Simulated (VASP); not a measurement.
# NaNb (Fm-3m) in VASP: reference runs, part 2 of 2

VASP 6.6.1. The steps go on from the part before.

### 3 Single point, PBE (atoms moved at random, drawn with an rms of 0.05 Å)

INCAR reads:

```
PREC = Accurate ; ENCUT = 520
EDIFF = 1E-7 ; ISMEAR = -1
SIGMA = 0.05 ; LREAL = F
LASPH = T ; NELM = 100
ALGO = Normal ; ISIF = 2
LWAVE = F ; LCHARG = F
GGA = PE ; NBANDS = 17
```

KPOINTS reads:

```
regular mesh
0
Gamma
  8 8 8
```

POSCAR reads:

```
NaNb
1.0
    0.0000000000      2.8634500000      2.8634500000
    2.8634500000      0.0000000000      2.8634500000
    2.8634500000      2.8634500000      0.0000000000
Na Nb
1 1
Direct
    0.0060860000     -0.0119750000     -0.0011530000
    0.5154080000      0.4911820000      0.4935460000
```

Potentials or basis: VASP PAW PBE potentials, release 64 (Na_pv, Nb_sv).

Run with:

```sh
$ cat potpaw_PBE.64/Na_pv/POTCAR potpaw_PBE.64/Nb_sv/POTCAR > POTCAR
$ mpirun -np 1 vasp_std > vasp.out
```

OUTCAR:

```text
PREC = Accurate
   ENCUT = 520
   EDIFF = 1E-7
   ISMEAR = -1
   LREAL = F
   LASPH = T
   NELM = 100
   ISIF = 2
   GGA = PE

 ion  position               nearest neighbor table
   1  0.006  0.988  0.999-   2 2.83   2 2.85   2 2.86   2 2.87   2 2.88   2 2.90
   2  0.515  0.491  0.494-   1 2.83   1 2.85   1 2.86   1 2.87   1 2.88   1 2.90

  LATTYP: Found a face centered cubic cell.
 ALAT       =     5.7269000000

  Lattice vectors:

 A1 = (   0.0000000000,   2.8634500000,   2.8634500000)
 A2 = (   2.8634500000,   0.0000000000,   2.8634500000)
 A3 = (   2.8634500000,   2.8634500000,   0.0000000000)

Analysis of symmetry for initial positions (statically):
=====================================================================
 Subroutine PRICEL returns:
 Original cell was already a primitive cell.

 Routine SETGRP: Setting up the symmetry group for a
 face centered cubic supercell.

 Subroutine GETGRP returns: Found  1 space group operations
 (whereof  1 operations were pure point group operations)
 out of a pool of 48 trial point group operations.

The static configuration has the point symmetry C_1 .

Analysis of symmetry for dynamics (positions and initial velocities):
=====================================================================
 Subroutine PRICEL returns:
 Original cell was already a primitive cell.

 Routine SETGRP: Setting up the symmetry group for a
 face centered cubic supercell.

 Subroutine GETGRP returns: Found  1 space group operations
 (whereof  1 operations were pure point group operations)
 out of a pool of 48 trial point group operations.

The dynamic configuration has the point symmetry C_1 .

 Subroutine INISYM returns: Found  1 space group operations
 (whereof  1 operations are pure point group operations),
 and found     1 'primitive' translations

----------------------------------------------------------------------------------------

                                     Primitive cell
[... 104 lines left out ...]
   EMIN   =  10.00;   EMAX   =-10.00  energy-range for DOS
   EFERMI =   0.00;   METHOD = LEGACY
   ISMEAR =    -1;   SIGMA  =   0.05  broadening in eV -4-tet -1-fermi 0-gaus
   EFERMI_NEDOS =   21; number of points for ismear=-14 and -15
   IALGO  =     38    algorithm
   IMIX   =      4    mixing-type and parameters
     AMIX     =   0.40;   BMIX     =  1.00
     AMIX_MAG =   1.60;   BMIX_MAG =  1.00
  volume/ion in A,a.u.               =      23.48       158.44
  Fermi-wavevector in a.u.,A,eV,Ry     =   1.231739  2.327648 20.642488  1.517180
  Thomas-Fermi vector in A             =   2.366536
   LORBIT       =      0    0 simple, 1 ext, 2 COOP (PROOUT), +10 PAW based schemes
   GGA     = PE    functional components
[... 5 lines left out ...]
 non-spin polarized calculation
  energy-cutoff  :      520.00
  volume of cell :       46.96
 maximum number of plane-waves:      1283
   NGX = 15   NGY = 15   NGZ = 15

 number of electron      20.0000002 magnetization

 Free energy of the ion-electron system (eV)
  ---------------------------------------------------
  ext. energy  EPLUGINS =         0.00000000
  ---------------------------------------------------
  free energy    TOTEN  =        -7.02378176 eV

  energy without entropy =       -6.98875422  energy(sigma->0) =       -7.00626799

 E-fermi :   4.4306     XC(G=0):  -9.6291

 val. band max:        4.4268237394   @ k =   0.0000   0.2500   0.0000
 cond. band min:       4.4328704284   @ k =  -0.2500  -0.1250  -0.1250
 fundamental gap:      0.0060466889
 Fermi energy:         4.4305695250

 k-point     1 :       0.0000    0.0000    0.0000
  band No.  band energies     occupation
      1     -50.9508      2.00000
      2     -26.9587      2.00000
      3     -26.9582      2.00000
      4     -26.9582      2.00000
      5     -18.7965      2.00000
      6     -18.7957      2.00000
[... 457 lines left out ...]
      4     -26.9626      2.00000
      5     -18.8104      2.00000
      6     -18.7994      2.00000
[... 9 lines left out ...]
     16      13.5320      0.00000
     17      14.2689      0.00000

 [... further k-points ...]

------------------------ aborting loop because EDIFF is reached ----------------------------------------

  FORCE on cell =-STRESS in cart. coord.  units (eV):
  Direction    XX          YY          ZZ          XY          YZ          ZX
  --------------------------------------------------------------------------------------
  -------------------------------------------------------------------------------------
  Total       -0.7048109     -0.7036461     -0.6882006      0.0008596     -0.0047870      0.0027109
  in kB      -24.0482991    -24.0085584    -23.4815516      0.0293302     -0.1633336      0.0924950
  external PRESSURE =     -23.8461364 kB  Pullay stress =       0.0000000 kB

 VOLUME and BASIS-vectors are now :
 -----------------------------------------------------------------------------
  energy-cutoff  :      520.00
  volume of cell :       46.96
      direct lattice vectors                 reciprocal lattice vectors
     0.000000000  2.863450000  2.863450000    -0.174614538  0.174614538  0.174614538
     2.863450000  0.000000000  2.863450000     0.174614538 -0.174614538  0.174614538
     2.863450000  2.863450000  0.000000000     0.174614538  0.174614538 -0.174614538

 POSITION                                       TOTAL-FORCE (eV/Angst)
 -----------------------------------------------------------------------------------
      5.68931      2.87758      2.84659        -0.026563      0.049521      0.154760
      2.81972      2.88909      2.88232         0.026563     -0.049521     -0.154760
 -----------------------------------------------------------------------------------
    total drift:                               -0.000199     -0.000244      0.000352

  FREE ENERGIE OF THE ION-ELECTRON SYSTEM (eV)
  ---------------------------------------------------
  free  energy   TOTEN  =        -7.0237817634 eV

  energy  without entropy=       -6.9887542206  energy(sigma->0) =       -7.00626799
```

Wall time 2.6 min (1 thread of Intel Xeon Platinum 8488C (Sapphire Rapids), shared host); peak memory 0.31 GiB.

What came out:

| Quantity | Value |
| --- | --- |
| Free energy | -7.0238 eV |
| Pressure | -2.4 GPa |
| Largest force | 0.165 eV/Å |
| Band gap on the k mesh | none (metal or under the smearing width) |

Forces in eV/Å, atoms in the order of the input:
```
Na  -0.027  0.050  0.155
Nb   0.027 -0.050 -0.155
```

Levels at points of the mesh, in eV from the Fermi level:
```csv
k point,band 8,band 9,band 10,band 11,band 12,band 13
"(0.00, 0.00, 0.00)",-4.37,-0.12,-0.12,-0.12,0.39,0.39
"(0.50, 0.00, 0.00)",-2.08,-0.19,-0.13,-0.13,1.24,1.24
"(0.00, 0.50, 0.00)",-2.08,-0.19,-0.13,-0.13,1.24,1.24
"(0.00, 0.00, 0.50)",-2.08,-0.19,-0.13,-0.13,1.24,1.24
"(0.50, 0.50, 0.50)",-2.08,-0.19,-0.13,-0.13,1.24,1.24
"(0.50, 0.50, 0.00)",-1.55,-1.27,0.53,0.96,1.47,1.47
"(0.00, 0.50, 0.50)",-1.55,-1.27,0.53,0.96,1.47,1.47
"(0.50, 0.00, 0.50)",-1.55,-1.27,0.53,0.96,1.47,1.47
```
